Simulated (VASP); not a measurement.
# CuGe23 (a cell with a defect) in VASP: notebook

One crystal, CuGe23 (a cell with a defect), is run at these levels: PBEsol+U; tasks: relaxation of the atoms, single point.

Program: VASP 6.6.1. These are calculated values, not measurements. Logs are shortened: lines on timing, memory, paths and dates and some standing lists are left out, and cuts for length are marked.

### Step 1. The structure

The cell holds a defect, 24 atoms: a = 12.001 Å, b = 8.001 Å, c = 8.001 Å, α = 60.00°, β = 60.00°, γ = 60.00°.

### Step 2. Relaxation of the atoms, PBEsol+U, collinear spin, ferromagnetic start (atoms moved at random, drawn with an rms of 0.05 Å)

The input, INCAR:

```
  PREC = Accurate
  ENCUT = 350
  EDIFF = 1E-5
  ISMEAR = 0
  SIGMA = 0.03
  LREAL = Auto
  LASPH = True
  NELM = 120
  ALGO = Normal
  ISIF = 2
  LWAVE = False
  LCHARG = False
  ISPIN = 2
  MAGMOM = 1 0 0 0 0 0 0 0 0 0 0 0 0 0 0 0 0 0 0 0 0 0 0 0
  LORBIT = 11
  NUPDOWN = 1
  LMAXMIX = 4
  LDAU = True
  LDAUTYPE = 2
  LDAUL = 2 -1
  LDAUU = 5 0
  LDAUJ = 0 0
  LDAUPRINT = 1
  GGA = PS
  IBRION = 2
  NSW = 60
  EDIFFG = -0.03
  ISYM = 0
  KPAR = 2
```

The input, KPOINTS:

```
regular mesh
0
Gamma
  2 2 2
```

The input, POSCAR:

```
CuGe23
1.0
    0.0000000000      8.4863100000      8.4863100000
    5.6575400000      0.0000000000      5.6575400000
    5.6575400000      5.6575400000      0.0000000000
Cu Ge
1 23
Direct
   -0.0040660000      0.0045550000     -0.0071760000
   -0.0004080000      0.0040530000      0.4991910000
   -0.0018690000      0.5041390000     -0.0046620000
   -0.0038300000      0.4958470000      0.5029870000
    0.3362920000     -0.0100230000     -0.0003090000
    0.3316010000      0.0017690000      0.4981200000
    0.3336940000      0.4979430000     -0.0006170000
    0.3325810000      0.4954290000      0.5047620000
    0.6642700000     -0.0032430000      0.0051010000
    0.6662220000     -0.0100640000      0.5030700000
    0.6687160000      0.5042760000     -0.0000240000
    0.6654080000      0.4986440000      0.5085630000
    0.0840050000      0.1242480000      0.1254890000
    0.0812640000      0.1196070000      0.6256900000
    0.0821950000      0.6269350000      0.1242010000
    0.0848220000      0.6248110000      0.6243890000
    0.4144270000      0.1320840000      0.1243110000
    0.4133810000      0.1275170000      0.6235540000
    0.4172760000      0.6258180000      0.1276050000
    0.4178890000      0.6258210000      0.6319030000
    0.7527580000      0.1243250000      0.1221330000
    0.7495760000      0.1273830000      0.6164590000
    0.7476590000      0.6252130000      0.1261480000
    0.7503020000      0.6205190000      0.6239640000
```

Potentials or basis: VASP PAW PBE potentials, release 64 (Cu, Ge_d).

Command:

```sh
$ cat potpaw_PBE.64/Cu/POTCAR potpaw_PBE.64/Ge_d/POTCAR > POTCAR
$ mpirun -np 4 vasp_std > vasp.out
```

OUTCAR:

```text
PREC = Accurate
   ENCUT = 350
   EDIFF = 1E-5
   ISMEAR = 0
   LREAL = Auto
   LASPH = True
   NELM = 120
   ISIF = 2
   ISPIN = 2
   LORBIT = 11
   NUPDOWN = 1
   GGA = PS
   IBRION = 2
   NSW = 60
   EDIFFG = -0.03
   ISYM = 0

 ion  position               nearest neighbor table
   1  0.996  0.005  0.993-  21 2.38  14 2.40  15 2.47  13 2.51
   2  1.000  0.004  0.499-  14 2.38  13 2.44  22 2.45  16 2.48
   3  0.998  0.504  0.995-  16 2.42  23 2.45  15 2.47  13 2.48
   4  0.996  0.496  0.503-  24 2.41  14 2.46  15 2.48  16 2.50
   5  0.336  0.990  1.000-  19 2.38  18 2.46  13 2.47  17 2.51
   6  0.332  0.002  0.498-  18 2.44  17 2.44  14 2.45  20 2.46
[... 16 lines left out ...]
  23  0.748  0.625  0.126-  11 2.39   9 2.43   3 2.45  12 2.50
  24  0.750  0.621  0.624-  12 2.38   4 2.41  10 2.41  11 2.46

IMPORTANT INFORMATION: All symmetrisations will be switched off!
NOSYMM: (Re-)initialisation of all symmetry stuff for point group C_1.

----------------------------------------------------------------------------------------

                                     Primitive cell

  volume of cell :     543.2555

  direct lattice vectors                    reciprocal lattice vectors
     0.000000000  8.486310000  8.486310000    -0.058918423  0.058918423  0.058918423
     5.657540000  0.000000000  5.657540000     0.088377634 -0.088377634  0.088377634
     5.657540000  5.657540000  0.000000000     0.088377634  0.088377634 -0.088377634

  length of vectors
    12.001454697  8.000969798  8.000969798     0.102049702  0.153074553  0.153074553

  position of ions in fractional coordinates (direct lattice)
     0.995934000  0.004555000  0.992824000
     0.999592000  0.004053000  0.499191000
     0.998131000  0.504139000  0.995338000
     0.996170000  0.495847000  0.502987000
     0.336292000  0.989977000  0.999691000
     0.331601000  0.001769000  0.498120000
[... 16 lines left out ...]
     0.747659000  0.625213000  0.126148000
     0.750302000  0.620519000  0.623964000

  ion indices of the primitive-cell ions
   primitive index   ion index
                 1           1
                 2           2
                 3           3
                 4           4
                 5           5
                 6           6
[... 16 lines left out ...]
                23          23
                24          24
[... 424 lines left out ...]
  o =  0.9276  v = -0.4360 -0.7202 -0.0195 -0.5380  0.0366  0.0000  0.0000  0.0000  0.0000  0.0000      0.0000  0.0000  0.0000  0.0000  0.0000  0.0000  0.0000  0.0000  0.0000  0.0000
  o =  0.9281  v =  0.7375  0.0541  0.0594 -0.6691  0.0448  0.0000  0.0000  0.0000  0.0000  0.0000      0.0000  0.0000  0.0000  0.0000  0.0000  0.0000  0.0000  0.0000  0.0000  0.0000
  o =  0.9284  v =  0.0000  0.0000  0.0000  0.0000  0.0000  0.5758 -0.6015 -0.0251  0.5520  0.0362      0.0000  0.0000  0.0000  0.0000  0.0000  0.0000  0.0000  0.0000  0.0000  0.0000
  o =  0.9395  v = -0.5066  0.6887 -0.0688 -0.5011  0.1146  0.0000  0.0000  0.0000  0.0000  0.0000      0.0000  0.0000  0.0000  0.0000  0.0000  0.0000  0.0000  0.0000  0.0000  0.0000
  o =  0.9416  v =  0.0784 -0.0634 -0.4730  0.0976  0.8698  0.0000  0.0000  0.0000  0.0000  0.0000      0.0000  0.0000  0.0000  0.0000  0.0000  0.0000  0.0000  0.0000  0.0000  0.0000
  o =  0.9418  v = -0.0571  0.0002  0.8762  0.0467  0.4763  0.0000  0.0000  0.0000  0.0000  0.0000      0.0000  0.0000  0.0000  0.0000  0.0000  0.0000  0.0000  0.0000  0.0000  0.0000
  o =  0.9424  v =  0.0000  0.0000  0.0000  0.0000  0.0000  0.0098 -0.0731  0.4479 -0.0111 -0.8910      0.0000  0.0000  0.0000  0.0000  0.0000  0.0000  0.0000  0.0000  0.0000  0.0000
  o =  0.9425  v =  0.0000  0.0000  0.0000  0.0000  0.0000 -0.0549 -0.0113  0.8908  0.0561  0.4474      0.0000  0.0000  0.0000  0.0000  0.0000  0.0000  0.0000  0.0000  0.0000  0.0000

--------------------------------------- Ionic step       12  -------------------------------------------

 number of electron     333.0000068 magnetization       1.0000000

 Free energy of the ion-electron system (eV)
  ---------------------------------------------------
  ext. energy  EPLUGINS =         0.00000000
  ---------------------------------------------------
  free energy    TOTEN  =      -113.58147265 eV

  energy without entropy =     -113.57952338  energy(sigma->0) =     -113.58049802

 E-fermi :   4.2372     XC(G=0): -10.0989

 val. band max:        4.5794283220   @ k =   0.5000   0.0000   0.5000
 cond. band min:       4.2517661726   @ k =   0.0000   0.0000   0.0000
 fundamental gap:     -0.3276621494
 Fermi energy:         4.6414555315

 spin component 1

 k-point     1 :       0.0000    0.0000    0.0000
  band No.  band energies     occupation
      1     -20.1066      1.00000
      2     -20.0992      1.00000
      3     -20.0978      1.00000
      4     -20.0945      1.00000
      5     -20.0923      1.00000
      6     -20.0912      1.00000
[... 1437 lines left out ...]
    177       6.8918      0.00000
    178       7.5469      0.00000
 Fermi energy:         4.2371801720

 spin component 2

 k-point     1 :       0.0000    0.0000    0.0000
  band No.  band energies     occupation
      1     -20.1033      1.00000
      2     -20.0942      1.00000
      3     -20.0922      1.00000
      4     -20.0891      1.00000
      5     -20.0885      1.00000
      6     -20.0876      1.00000
[... 1437 lines left out ...]
    177       6.9276      0.00000
    178       7.5770      0.00000
 [bands above 178 left out]

------------------------ aborting loop because EDIFF is reached ----------------------------------------

  FORCE on cell =-STRESS in cart. coord.  units (eV):
  Direction    XX          YY          ZZ          XY          YZ          ZX
  --------------------------------------------------------------------------------------
  -------------------------------------------------------------------------------------
  Total       -0.8882884     -1.0654240     -1.0205307     -0.7417493     -0.1252121     -0.7403496
  in kB       -2.6197534     -3.1421645     -3.0097643     -2.1875781     -0.3692774     -2.1834501
  external PRESSURE =      -2.9238941 kB  Pullay stress =       0.0000000 kB
[... 39 lines left out ...]
  FREE ENERGIE OF THE ION-ELECTRON SYSTEM (eV)
  ---------------------------------------------------
  free  energy   TOTEN  =      -113.5814726505 eV

  energy  without entropy=     -113.5795233823  energy(sigma->0) =     -113.58049802

 reached required accuracy - stopping structural energy minimisation

 total charge

# of ion       s       p       d       tot
------------------------------------------
    1        0.487   0.387   9.306  10.179
    2        1.130   1.236  10.019  12.385
    3        1.131   1.235  10.019  12.384
    4        1.130   1.233  10.018  12.381
    5        1.128   1.259  10.020  12.407
    6        1.124   1.259  10.020  12.403
[... 16 lines left out ...]
   23        1.121   1.258  10.019  12.397
   24        1.119   1.257  10.019  12.395
--------------------------------------------------
tot         26.461  28.966 239.761 295.188

 magnetization (x)

# of ion       s       p       d       tot
------------------------------------------
    1        0.000   0.044   0.030   0.074
    2        0.000   0.013   0.001   0.015
    3        0.000   0.013   0.001   0.015
    4       -0.000   0.011   0.001   0.012
    5        0.000   0.025   0.002   0.027
    6        0.000   0.020   0.002   0.022
[... 16 lines left out ...]
   23        0.000   0.019   0.001   0.020
   24        0.000   0.019   0.001   0.020
--------------------------------------------------
tot          0.019   0.551   0.071   0.641
```

CONTCAR:

```text
CuGe23
   1.00000000000000
     0.0000000000000000    8.4863099999999996    8.4863099999999996
     5.6575400000000000    0.0000000000000000    5.6575400000000000
     5.6575400000000000    5.6575400000000000    0.0000000000000000
  Cu              Ge
     1    23
Direct
     0.9975885057383558    0.0013200685922140    0.9991280336280843
     0.9999860719699637    0.0006483010443490    0.4968557468699569
     0.0004226171049755    0.4995243673222325    0.9998479485426147
     0.0007616004037040    0.4974933444133866    0.4982412174324709
     0.3294392615590904    0.0003952183630336    0.0023392596448724
     0.3301846305990067    0.0020676925414540    0.4986163870810476
[... 16 lines left out ...]
     0.7498165190151050    0.6256176108806440    0.1251031555602753
     0.7503291469794167    0.6235441424802185    0.6273751351611276

  0.00000000E+00  0.00000000E+00  0.00000000E+00
  0.00000000E+00  0.00000000E+00  0.00000000E+00
  0.00000000E+00  0.00000000E+00  0.00000000E+00
  0.00000000E+00  0.00000000E+00  0.00000000E+00
  0.00000000E+00  0.00000000E+00  0.00000000E+00
  0.00000000E+00  0.00000000E+00  0.00000000E+00
[... 16 lines left out ...]
  0.00000000E+00  0.00000000E+00  0.00000000E+00
  0.00000000E+00  0.00000000E+00  0.00000000E+00
```

Run time: 35 min. Hardware: 4 MPI ranks of Intel Xeon 6975P-C (Granite Rapids), shared host; peak memory 0.61 GiB.

What came out:

```
Free energy                                           : -113.5815 eV
Energy gained by relaxing                             : 16.7 meV/atom
Ionic steps                                           : 12
Largest force after relaxing                          : 0.024 eV/Å
Net moment                                            : 1.00 μB per cell
Site moments                                          : Cu +0.07; Ge +0.01, +0.03, +0.02, +0.06, +0.05, -0.00 μB
Valence electrons inside the program's atomic spheres : Cu 10.18; Ge 12.38, 12.41, 12.40, 12.39, 12.35
```

Forces in eV/Å, atoms in the order of the input:
```
Cu  -0.014  0.016  0.006
Ge   0.011  0.007 -0.006
Ge   0.004  0.003 -0.005
Ge   0.004 -0.001  0.001
Ge   0.001 -0.003  0.002
Ge  -0.004  0.007 -0.002
Ge  -0.020 -0.004  0.002
Ge  -0.001 -0.020 -0.006
Ge  -0.002  0.005  0.001
Ge   0.019  0.000  0.015
Ge   0.001 -0.010 -0.010
Ge  -0.011 -0.007  0.004
Ge   0.006 -0.007 -0.012
Ge   0.005  0.005  0.008
Ge  -0.002  0.004  0.004
Ge   0.002  0.006 -0.002
Ge  -0.001  0.017  0.001
Ge   0.006 -0.001  0.004
Ge   0.010 -0.015 -0.003
Ge  -0.019 -0.004 -0.005
Ge   0.002  0.013 -0.001
Ge   0.008  0.010  0.002
Ge  -0.012 -0.014 -0.002
Ge   0.008 -0.005  0.004
```

The path:
```csv
step,energy change (eV),largest force (eV/Å),pressure (GPa)
1,0.0000,0.9736,0.23
2,-0.2950,0.4926,-0.11
3,-0.3117,0.4723,-0.18
4,-0.3604,0.3237,-0.25
5,-0.3819,0.2366,-0.28
6,-0.3822,0.2586,-0.30
7,-0.3960,0.0845,-0.30
8,-0.3965,0.0843,-0.33
9,-0.3965,0.0871,-0.31
10,-0.3989,0.0412,-0.30
11,-0.3992,0.0506,-0.30
12,-0.4002,0.0238,-0.29
```

Final structure:
```cif
data_structure
_symmetry_space_group_name_H-M 'P 1'
_symmetry_Int_Tables_number 1
_cell_length_a 12.0015
_cell_length_b 8.0010
_cell_length_c 8.0010
_cell_angle_alpha 60.000
_cell_angle_beta 60.000
_cell_angle_gamma 60.000
_cell_volume 543.26
loop_
_atom_site_label
_atom_site_type_symbol
_atom_site_fract_x
_atom_site_fract_y
_atom_site_fract_z
_atom_site_occupancy
Cu1 Cu 0.99759 0.00132 0.99913 1
Ge1 Ge 0.99999 0.00065 0.49686 1
Ge2 Ge 0.00042 0.49952 0.99985 1
Ge3 Ge 0.00076 0.49749 0.49824 1
Ge4 Ge 0.32944 0.00040 0.00234 1
Ge5 Ge 0.33018 0.00207 0.49862 1
Ge6 Ge 0.32999 0.50006 0.00391 1
Ge7 Ge 0.33188 0.49944 0.50304 1
Ge8 Ge 0.66651 0.00205 0.00146 1
Ge9 Ge 0.66458 0.00027 0.49562 1
Ge10 Ge 0.66556 0.49529 0.00430 1
Ge11 Ge 0.66666 0.49753 0.50136 1
Ge12 Ge 0.08023 0.12076 0.11831 1
Ge13 Ge 0.08120 0.11768 0.63782 1
Ge14 Ge 0.08096 0.63991 0.11844 1
Ge15 Ge 0.08122 0.62571 0.62486 1
Ge16 Ge 0.41747 0.12432 0.12281 1
Ge17 Ge 0.41531 0.12354 0.62670 1
Ge18 Ge 0.41630 0.62459 0.12718 1
Ge19 Ge 0.41686 0.62526 0.62703 1
Ge20 Ge 0.76156 0.11924 0.11947 1
Ge21 Ge 0.74936 0.12135 0.62503 1
Ge22 Ge 0.74982 0.62562 0.12510 1
Ge23 Ge 0.75033 0.62354 0.62738 1
```

Eigenvalues of the final occupation matrices:
```csv
site,spin,trace,eigenvalues
site 1 d,1,4.68,0.93 0.93 0.94 0.94 0.94
site 1 d,2,4.65,0.92 0.92 0.93 0.94 0.94
```

Caveat: the k mesh is coarse (spacing up to 0.48 Å⁻¹), so the values aren't converged; the cutoff is under 1.25 times the usual one of these potentials, so pressure, stress and relaxed cells hold a basis-set (Pulay) error; the PAW data sets were made with another functional, which shifts forces and pressure a little; the total moment is fixed, so each spin has its own Fermi level; the U is typed as a test and isn't derived for this compound. The state reached can hang on the start; a lower one may exist.

### Step 3. Single point, PBEsol+U, collinear spin, ferromagnetic start

Edit INCAR of step 2 so:

```diff
@@ -15,3 +15,2 @@
   LORBIT = 11
-  NUPDOWN = 1
   LMAXMIX = 4
@@ -24,5 +23,3 @@
   GGA = PS
-  IBRION = 2
-  NSW = 60
-  EDIFFG = -0.03
+  NBANDS = 188
   ISYM = 0
```

KPOINTS is that of step 2.

The input, POSCAR:

```
CuGe23                                  
1.0
    0.0000000000      8.4863100000      8.4863100000
    5.6575400000      0.0000000000      5.6575400000
    5.6575400000      5.6575400000      0.0000000000
  Cu              Ge            
     1    23
Direct
     0.9975885057383558    0.0013200685922140    0.9991280336280843
     0.9999860719699637    0.0006483010443490    0.4968557468699569
     0.0004226171049755    0.4995243673222325    0.9998479485426147
     0.0007616004037040    0.4974933444133866    0.4982412174324709
     0.3294392615590904    0.0003952183630336    0.0023392596448724
     0.3301846305990067    0.0020676925414540    0.4986163870810476
     0.3299877976388140    0.5000569470556299    0.0039081285662645
     0.3318779222518918    0.4994417443461341    0.5030427555236633
     0.6665127937435201    0.0020466488884931    0.0014577597504498
     0.6645821872244140    0.0002697656708981    0.4956167564512002
     0.6655578909820459    0.4952908992776150    0.0043027721570324
     0.6666571921308820    0.4975290225321957    0.5013575018776794
     0.0802317935514073    0.1207650428035194    0.1183086552049346
     0.0811984510160646    0.1176761655732531    0.6378190129611019
     0.0809625248997484    0.6399129858558619    0.1184406579110330
     0.0812181766065352    0.6257101175833726    0.6248644613144700
     0.4174685346694106    0.1243202505818880    0.1228142527439778
     0.4153098789488016    0.1235380960699303    0.6267008647441503
     0.4162965024731935    0.6245922492800574    0.1271790318420155
     0.4168562531230151    0.6252564259655907    0.6270280456866155
     0.7615628788488668    0.1192373275421511    0.1194712668311576
     0.7493558685217689    0.1213515653358980    0.6250331925138043
     0.7498165190151050    0.6256176108806440    0.1251031555602753
     0.7503291469794167    0.6235441424802185    0.6273751351611276
```

Potentials or basis: VASP PAW PBE potentials, release 64 (Cu, Ge_d).

Command:

```sh
$ cat potpaw_PBE.64/Cu/POTCAR potpaw_PBE.64/Ge_d/POTCAR > POTCAR
$ mpirun -np 4 vasp_std > vasp.out
```

Run time: 8 min. Hardware: 4 MPI ranks of Intel Xeon 6975P-C (Granite Rapids), shared host; peak memory 0.58 GiB.

Results (log left out):

```yaml
Free_energy: -113.6803 eV
Largest_force: 0.219 eV/Å
Band_gap_on_the_k_mesh: none (metal or under the smearing width)
Net_moment: 0.06 μB per cell
Valence_electrons_inside_the_program's_atomic_spheres: Cu 10.18; Ge 12.38, 12.41, 12.40, 12.35, 12.39
```

Forces in eV/Å, atoms in the order of the input:
```
Cu   0.013  0.012  0.003
Ge   0.063  0.004 -0.152
Ge   0.054 -0.141 -0.012
Ge   0.068 -0.037 -0.033
Ge  -0.062  0.033  0.041
Ge   0.002  0.088  0.005
Ge  -0.024  0.007  0.086
Ge   0.009  0.020  0.037
Ge  -0.131  0.125  0.124
Ge  -0.031  0.158  0.082
Ge  -0.054  0.049  0.150
Ge  -0.015  0.079  0.095
Ge  -0.019  0.072  0.060
Ge  -0.027 -0.049  0.152
Ge  -0.036  0.148 -0.055
Ge  -0.067  0.041  0.031
Ge   0.125 -0.074 -0.094
Ge   0.034 -0.115 -0.025
Ge   0.040 -0.051 -0.118
Ge  -0.038 -0.074 -0.073
Ge   0.056 -0.105 -0.123
Ge   0.037 -0.065 -0.033
Ge   0.011 -0.054 -0.085
Ge  -0.008 -0.069 -0.063
```

Levels at points of the mesh, in eV from the Fermi level:
Spin up:
| k point | band 163 | band 164 | band 165 | band 166 | band 167 | band 168 | band 169 | band 170 |
| --- | --- | --- | --- | --- | --- | --- | --- | --- |
| (0.00, 0.00, 0.00) | -0.75 | -0.33 | -0.28 | 0.33 | 0.44 | 0.55 | 0.60 | 0.68 |
| (0.50, 0.00, 0.00) | -0.80 | -0.75 | -0.21 | -0.18 | 0.44 | 0.52 | 0.53 | 0.59 |
| (0.00, 0.50, 0.00) | -1.20 | -1.06 | -0.61 | -0.55 | 0.02 | 0.17 | 0.92 | 1.11 |
| (0.00, 0.00, 0.50) | -1.20 | -1.07 | -0.61 | -0.55 | 0.02 | 0.16 | 0.92 | 1.12 |
| (0.50, 0.00, 0.50) | -1.42 | -1.31 | -1.13 | -0.76 | -0.63 | 0.04 | 1.62 | 1.64 |
| (0.50, 0.50, 0.00) | -1.42 | -1.31 | -1.13 | -0.76 | -0.62 | 0.04 | 1.61 | 1.66 |
| (0.00, 0.50, 0.50) | -1.28 | -1.22 | -1.21 | -0.54 | -0.44 | 0.23 | 1.26 | 1.33 |
| (0.50, 0.50, 0.50) | -1.20 | -1.08 | -0.91 | -0.88 | -0.36 | -0.02 | 1.57 | 1.68 |
Spin down:
| k point | band 164 | band 165 | band 166 | band 167 | band 168 | band 169 |
| --- | --- | --- | --- | --- | --- | --- |
| (0.00, 0.00, 0.00) | -0.33 | -0.28 | 0.33 | 0.44 | 0.55 | 0.61 |
| (0.50, 0.00, 0.00) | -0.74 | -0.21 | -0.18 | 0.44 | 0.52 | 0.55 |
| (0.00, 0.50, 0.00) | -1.06 | -0.61 | -0.55 | 0.02 | 0.17 | 0.92 |
| (0.00, 0.00, 0.50) | -1.06 | -0.61 | -0.55 | 0.03 | 0.17 | 0.92 |
| (0.50, 0.00, 0.50) | -1.31 | -1.13 | -0.76 | -0.62 | 0.04 | 1.62 |
| (0.50, 0.50, 0.00) | -1.31 | -1.13 | -0.76 | -0.61 | 0.04 | 1.61 |
| (0.00, 0.50, 0.50) | -1.22 | -1.21 | -0.54 | -0.43 | 0.25 | 1.26 |
| (0.50, 0.50, 0.50) | -1.08 | -0.91 | -0.88 | -0.36 | 0.00 | 1.57 |

Eigenvalues of the final occupation matrices:
```csv
site,spin,trace,eigenvalues
site 1 d,1,4.66,0.92 0.92 0.93 0.94 0.94
site 1 d,2,4.66,0.92 0.92 0.93 0.94 0.94
```

Caveat: the k mesh is coarse (spacing up to 0.48 Å⁻¹), so the values aren't converged; the cutoff is under 1.25 times the usual one of these potentials, so pressure, stress and relaxed cells hold a basis-set (Pulay) error; the PAW data sets were made with another functional, which shifts forces and pressure a little; the U is typed as a test and isn't derived for this compound. The state reached can hang on the start; a lower one may exist.

(Part 1 of 2 ends here.)
